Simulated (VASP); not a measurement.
Here is the system:

```
CELL_PARAMETERS angstrom
      0.00000     2.72500     2.72500
      2.72500     0.00000     2.72500
      2.72500     2.72500     0.00000
ATOMIC_POSITIONS crystal
  Ga 0.00000 0.00000 0.00000
  P  0.25000 0.25000 0.25000
```

Computed with vdW-DF-cx, VASP's PBE PAW potentials (set 64) (plane waves; VASP). Numerical set-up: 520 eV cut-off, Gaussian smearing of 0.050 eV, potentials Ga_d P.

Question: Give the energies of bands 7 to 12 at the high-symmetry points, in eV from the valence-band maximum.

Answer: 
| band | Γ | X | U | L | W |
|---|---|---|---|---|---|
| 7 | 0.00 | -6.79 | -6.58 | -6.67 | -6.58 |
| 8 | 0.00 | -2.70 | -3.97 | -1.12 | -3.60 |
| 9 | 0.00 | -2.70 | -2.27 | -1.12 | -3.45 |
| 10 | 1.79 | 1.58 | 2.13 | 1.63 | 4.66 |
| 11 | 3.85 | 1.77 | 4.76 | 4.67 | 4.85 |
| 12 | 3.85 | 10.56 | 8.21 | 4.67 | 6.05 |

The gap is indirect, 1.53 eV, from the valence maximum at Γ to the conduction minimum at Γ-X at 0.86.

Measured: gap 2.43 eV (computed value off by -0.90 eV), as given by Wei Chen et al., Physical Review Materials (2018), doi:10.1103/physrevmaterials.2.073803 [zero-point renormalisation of 0.08 eV added back (the table's ZPR column)].

The compound is GaP in the zinc blende structure. The cell was not relaxed at this level.
